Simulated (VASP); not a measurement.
# Ge3As2 (P6_3/mmc) in VASP: single point with PBE

Aim: the single point of Ge3As2 with PBE.

All numbers are computed with VASP 6.6.1; they aren't measurements. Logs are shortened: lines on timing, memory, paths and dates and some standing lists are left out, and cuts for length are marked.

## (1) The cell of the first run

Symmetry: P6_3/mmc, No. 194, hexagonal system. Conventional cell: a = 3.805 Å, b = 3.805 Å, c = 18.724 Å, α = 90.00°, β = 90.00°, γ = 120.00°. Ge (site symmetry -3m) is surrounded by 6 As at 2.89 Å and 2 Ge at 3.26 Å. Ge (site symmetry 3m) is surrounded by 3 As at 2.60 Å and 1 Ge at 2.84 Å. Around As (site symmetry 3m) lie 6 Ge at 2.60 to 2.89 Å.

The cell was built by a generator and needn't be a form met in nature.

## (2) Single point, PBE (ordered vacancies on the anion sites of nickel arsenide (P6_3/mmc, No. 194))

Input file INCAR:

```
SYSTEM = Ge3As2
  PREC = Accurate
  ENCUT = 520
  EDIFF = 1E-6
  ISMEAR = 0
  SIGMA = 0.1
  LREAL = .FALSE.
  LASPH = .TRUE.
  NELM = 100
  ALGO = Fast
  ISIF = 2
  LWAVE = .FALSE.
  LCHARG = .TRUE.
  GGA = PE
  LELF = .TRUE.
  LVHAR = .TRUE.
  NBANDS = 63
```

Input file KPOINTS:

```
regular mesh
0
G
  12 12 2
  0 0 0
```

Input file POSCAR:

```
Ge3As2
1.0
    3.8045920469      0.0000000000      0.0000000000
   -1.9022960234      3.2948733637      0.0000000000
    0.0000000000      0.0000000000     18.7237231634
Ge As
6 4
Direct
    0.0000000000      0.0000000000      0.0000000000
    0.0000000000      0.0000000000      0.3259538944
    0.0000000000      0.0000000000      0.6740461056
    0.0000000000      0.0000000000      0.1740461056
    0.0000000000      0.0000000000      0.5000000000
    0.0000000000      0.0000000000      0.8259538944
    0.3333333333      0.6666666667      0.0999351675
    0.3333333333      0.6666666667      0.4000648325
    0.6666666667      0.3333333333      0.5999351675
    0.6666666667      0.3333333333      0.9000648325
```

Potentials or basis: VASP PAW PBE potentials, release 64 (Ge_d, As).

On the command line:

```bash
> cat potpaw_PBE.64/Ge_d/POTCAR potpaw_PBE.64/As/POTCAR > POTCAR
> mpirun -np 1 vasp_std > vasp.out
```

OUTCAR:

```text
SYSTEM = Ge3As2
   PREC = Accurate
   ENCUT = 520
   EDIFF = 1E-6
   ISMEAR = 0
   LREAL = .FALSE.
   LASPH = .TRUE.
   NELM = 100
   ISIF = 2
   GGA = PE

 ion  position               nearest neighbor table
   1  0.000  0.000  0.000-   7 2.89  10 2.89  10 2.89   7 2.89  10 2.89   7 2.89
   2  0.000  0.000  0.326-   8 2.60   8 2.60   8 2.60   4 2.84
   3  0.000  0.000  0.674-   9 2.60   9 2.60   9 2.60   6 2.84
   4  0.000  0.000  0.174-   7 2.60   7 2.60   7 2.60   2 2.84
   5  0.000  0.000  0.500-   8 2.89   9 2.89   9 2.89   8 2.89   9 2.89   8 2.89
   6  0.000  0.000  0.826-  10 2.60  10 2.60  10 2.60   3 2.84
   7  0.333  0.667  0.100-   4 2.60   4 2.60   4 2.60   1 2.89   1 2.89   1 2.89
   8  0.333  0.667  0.400-   2 2.60   2 2.60   2 2.60   5 2.89   5 2.89   5 2.89
   9  0.667  0.333  0.600-   3 2.60   3 2.60   3 2.60   5 2.89   5 2.89   5 2.89
  10  0.667  0.333  0.900-   6 2.60   6 2.60   6 2.60   1 2.89   1 2.89   1 2.89

  LATTYP: Found a hexagonal cell.
 ALAT       =     3.8045920469
 C/A-ratio  =     4.9213484475

  Lattice vectors:

 A1 = (   3.8045920469,   0.0000000000,   0.0000000000)
 A2 = (  -1.9022960234,   3.2948733637,   0.0000000000)
 A3 = (   0.0000000000,   0.0000000000,  18.7237231634)

Analysis of symmetry for initial positions (statically):
=====================================================================
 Subroutine PRICEL returns:
 Original cell was already a primitive cell.

 Routine SETGRP: Setting up the symmetry group for a
 hexagonal supercell.

 Subroutine GETGRP returns: Found 24 space group operations
 (whereof 12 operations were pure point group operations)
 out of a pool of 24 trial point group operations.

The static configuration has the point symmetry D_3d.
 The point group associated with its full space group is D_6h.

Analysis of symmetry for dynamics (positions and initial velocities):
=====================================================================
 Subroutine PRICEL returns:
 Original cell was already a primitive cell.

 Routine SETGRP: Setting up the symmetry group for a
 hexagonal supercell.

 Subroutine GETGRP returns: Found 24 space group operations
 (whereof 12 operations were pure point group operations)
 out of a pool of 24 trial point group operations.

The dynamic configuration has the point symmetry D_3d.
 The point group associated with its full space group is D_6h.

 Subroutine INISYM returns: Found 24 space group operations
[... 122 lines left out ...]
   TEBEG  =    0.0;   TEEND  =   0.0 temperature during run
   PSTRESS=    0.0 pullay stress
   NELECT =     104.0000    total number of electrons
   NUPDOWN=      -1.0000    fix difference up-down
   EMIN   =  10.00;   EMAX   =-10.00  energy-range for DOS
   EFERMI =   0.00;   METHOD = LEGACY
   ISMEAR =     0;   SIGMA  =   0.10  broadening in eV -4-tet -1-fermi 0-gaus
   EFERMI_NEDOS =   21; number of points for ismear=-14 and -15
   IALGO  =     68    algorithm
   IMIX   =      4    mixing-type and parameters
     AMIX     =   0.40;   BMIX     =  1.00
     AMIX_MAG =   1.60;   BMIX_MAG =  1.00
  volume/ion in A,a.u.               =      23.47       158.39
  Fermi-wavevector in a.u.,A,eV,Ry     =   1.248072  2.358514 21.193570  1.557683
  Thomas-Fermi vector in A             =   2.382175
   LORBIT       =      0    0 simple, 1 ext, 2 COOP (PROOUT), +10 PAW based schemes
   GGA     = PE    functional components
   LHFCALC =     F    Hartree Fock is set to
   AEXX    =    0.0000 exact exchange contribution
   IVDW    =     0    specifies the selected vdW correction
   LEPSILON=     F    determine dielectric tensor
   LRPA    =     F    only Hartree local field effects (RPA)
 non-spin polarized calculation
 RMM-DIIS sequential band-by-band and
 Gauss-broadening in eV      SIGMA  =   0.10
  energy-cutoff  :      520.00
  volume of cell :      234.71
 maximum number of plane-waves:      6378
   NGX = 15   NGY = 15   NGZ = 69

 number of electron     103.9999923 magnetization

 Free energy of the ion-electron system (eV)
  ---------------------------------------------------
  ext. energy  EPLUGINS =         0.00000000
  ---------------------------------------------------
  free energy    TOTEN  =       -43.86293800 eV

  energy without entropy =      -43.83666061  energy(sigma->0) =      -43.84979930

 E-fermi :   4.7412     XC(G=0):  -9.7829

 val. band max:        4.7280327196   @ k =   0.3333  -0.0000   0.0000
 cond. band min:       4.7420293709   @ k =   0.3333   0.2500   0.0000
 fundamental gap:      0.0139966513
 Fermi energy:         4.7411718654

 k-point     1 :       0.0000    0.0000    0.0000
  band No.  band energies     occupation
      1     -20.3717      2.00000
      2     -20.3715      2.00000
      3     -20.3641      2.00000
      4     -20.3641      2.00000
      5     -20.3641      2.00000
      6     -20.3641      2.00000
[... 1573 lines left out ...]
     62       7.7492      0.00000
     63       8.3951      0.00000

 [... further k-points ...]

------------------------ aborting loop because EDIFF is reached ----------------------------------------

  FORCE on cell =-STRESS in cart. coord.  units (eV):
  Direction    XX          YY          ZZ          XY          YZ          ZX
  --------------------------------------------------------------------------------------
  -------------------------------------------------------------------------------------
  Total        0.1281860      0.1281860      0.2080107      0.0000000      0.0000000     -0.0000000
  in kB        0.8750083      0.8750083      1.4198982      0.0000000      0.0000000     -0.0000000
  external PRESSURE =       1.0566383 kB  Pullay stress =       0.0000000 kB

 VOLUME and BASIS-vectors are now :
 -----------------------------------------------------------------------------
  energy-cutoff  :      520.00
  volume of cell :      234.71
      direct lattice vectors                 reciprocal lattice vectors
     3.804592047  0.000000000  0.000000000     0.262840270  0.151750901  0.000000000
    -1.902296023  3.294873364  0.000000000     0.000000000  0.303501801  0.000000000
     0.000000000  0.000000000 18.723723163     0.000000000  0.000000000  0.053408181

 POSITION                                       TOTAL-FORCE (eV/Angst)
 -----------------------------------------------------------------------------------
      0.00000      0.00000      0.00000         0.000000      0.000000      0.000000
      0.00000      0.00000      6.10307        -0.000000     -0.000000     -0.016630
      0.00000      0.00000     12.62065         0.000000      0.000000      0.016630
      0.00000      0.00000      3.25879         0.000000     -0.000000      0.016630
      0.00000      0.00000      9.36186         0.000000      0.000000      0.000000
      0.00000      0.00000     15.46493        -0.000000      0.000000     -0.016630
     -0.00000      2.19658      1.87116         0.000000      0.000000     -0.010034
     -0.00000      2.19658      7.49070         0.000000      0.000000      0.010034
      1.90230      1.09829     11.23302        -0.000000      0.000000     -0.010034
      1.90230      1.09829     16.85256        -0.000000      0.000000      0.010034
 -----------------------------------------------------------------------------------
    total drift:                                0.000000     -0.000000      0.000000

  FREE ENERGIE OF THE ION-ELECTRON SYSTEM (eV)
  ---------------------------------------------------
  free  energy   TOTEN  =       -43.8629380007 eV

  energy  without entropy=      -43.8366606054  energy(sigma->0) =      -43.84979930
```

stdout:

```text
POSCAR found type information on POSCAR GeAs
 POSCAR found :  2 types and      10 ions
 scaLAPACK will be used
 LDA part: xc-table for (Slater+PW92), standard interpolation
 POSCAR, INCAR and KPOINTS ok, starting setup
 FFT: planning ... GRIDC
 FFT: planning ... GRID_SOFT
 FFT: planning ... GRID
 WAVECAR not read
 entering main loop
WARNING in EDDRMM: call to ZHEGV failed, returncode =   8  4     60
WARNING in EDDRMM: call to ZHEGV failed, returncode =   6  3     52
WARNING in EDDRMM: call to ZHEGV failed, returncode =   8  4     53
WARNING in EDDRMM: call to ZHEGV failed, returncode =   6  3     55
```

Run time: 7.5 min. Hardware: 1 thread of AMD EPYC 9R45 (Zen 5), shared host; peak memory 0.53 GiB.

Results:

| Quantity | Value |
| --- | --- |
| Free energy | -43.8629 eV |
| Pressure | 0.1 GPa |
| Largest force | 0.017 eV/Å |
| Band gap on the k mesh | none (metal or under the smearing width) |

Forces in eV/Å, atoms in the order of the input:
```
Ge   0.000  0.000  0.000
Ge   0.000  0.000 -0.017
Ge   0.000  0.000  0.017
Ge   0.000  0.000  0.017
Ge   0.000  0.000  0.000
Ge   0.000  0.000 -0.017
As   0.000  0.000 -0.010
As   0.000  0.000  0.010
As   0.000  0.000 -0.010
As   0.000  0.000  0.010
```
